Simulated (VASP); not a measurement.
Input:

```
InAs
1.0
    0.00000     3.03000     3.03000
    3.03000     0.00000     3.03000
    3.03000     3.03000     0.00000
In As
1 1
Direct
  0.00000   0.00000   0.00000
  0.25000   0.25000   0.25000
```

The numbers are results of PBE GGA, VASP's PBE PAW potentials (set 64) (plane waves; VASP), not measurements. Settings: 400 eV cut-off, 7×7×7 Γ-centred mesh, Gaussian smearing of 0.050 eV, potentials In_d As.

Unless said otherwise, spin-orbit coupling is left out, though it shifts the bands of the heavy elements here.

**Question.** What does the run give for the energy per atom (σ→0), pressure, band gap (on the k-mesh) with the smallest direct gap where there is one?

**Answer.** 
```
Property                                                     Value
------------------------  ----------------------------------------
band gap (on the k-mesh)  none (metal, semimetal or under 0.01 eV)
energy per atom (σ→0)                               -3.837 eV/atom
pressure                                                  3.56 GPa
```

The absolute energy has meaning only against runs of the same code, potentials and settings.

The compound is InAs in the zinc blende structure. The cell was not relaxed at this level.
